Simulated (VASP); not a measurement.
Data:

```
Be
1.0
    1.13290    -1.96225     0.00000
    1.13290     1.96225     0.00000
    0.00000     0.00000     3.56126
Be
2
Direct
  0.33333   0.66667   0.25000
  0.63357   0.30023   0.75000
```

The numbers are results of r2SCAN meta-GGA, VASP's PBE PAW potentials (set 64) (plane waves; VASP 6.6.1), not measurements. Numerical set-up: 480 eV cut-off, 18×18×10 Γ-centred mesh, first-order Methfessel-Paxton smearing of 0.10 eV, potentials Be.

Task: Predict the energy per atom (σ→0), largest force, band gap (on the k-mesh) with the smallest direct gap where there is one.

Result: 
The band gap (on the k-mesh) is none (metal, semimetal or under 0.01 eV) and the energy per atom (σ→0) comes out as -4.333 eV/atom. The largest force is 0.273 eV/Å.

Total energies compare only between runs with the same potentials, cut-off and functional.

The compound is Be in the hcp structure. This cell was strained or had an atom moved on purpose.
